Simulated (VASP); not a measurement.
```
CuSrFSe
1.0
    4.05830     0.00000     0.00000
    0.00000     4.05830     0.00000
    0.00000     0.00000     8.82874
Sr Cu Se F
2 2 2 2
Direct
  0.00000   0.50000   0.66139
  0.50000   0.00000   0.33861
  0.50000   0.50000   0.00000
  0.00000   0.00000   0.00000
  0.50000   0.00000   0.83157
  0.00000   0.50000   0.16843
  0.00000   0.00000   0.50000
  0.50000   0.50000   0.50000
```

All values below come from r2SCAN meta-GGA, VASP's PBE PAW potentials (set 64) (plane waves; VASP). Run with 520 eV cut-off, 6×6×3 Γ-centred mesh, tetrahedra with Blöchl corrections, potentials Sr_sv Cu Se F.

Give the energies of bands 25 to 38 at the high-symmetry points, in eV from the valence-band maximum.

```tsv
band	Γ	X	M	Z	R	A
25	-2.77	-2.18	-2.44	-2.77	-2.18	-2.44
26	-2.01	-2.18	-2.44	-2.00	-2.18	-2.44
27	-1.95	-2.11	-2.32	-1.93	-2.12	-2.31
28	-1.60	-2.11	-2.32	-1.60	-2.12	-2.31
29	-1.46	-2.02	-1.80	-1.46	-2.02	-1.80
30	-1.46	-2.02	-1.80	-1.46	-2.02	-1.80
31	-1.25	-0.82	-1.79	-1.25	-0.77	-1.79
32	-0.76	-0.82	-1.79	-0.91	-0.77	-1.79
33	0.00	-0.57	-1.11	-0.01	-0.56	-1.11
34	0.00	-0.57	-1.11	-0.01	-0.56	-1.11
35	1.76	2.81	3.14	2.40	2.82	3.33
36	2.44	2.81	3.14	2.74	2.82	3.33
37	2.72	3.78	4.15	2.76	3.81	4.15
38	3.42	3.78	4.15	2.82	3.81	4.15
```

The gap is direct, 1.76 eV, from the valence maximum at Γ to the conduction minimum at Γ.

The structure comes from a computed database's SrCuSeF entry (P4/nmm); how it stands against other phases isn't given here. It was relaxed first.
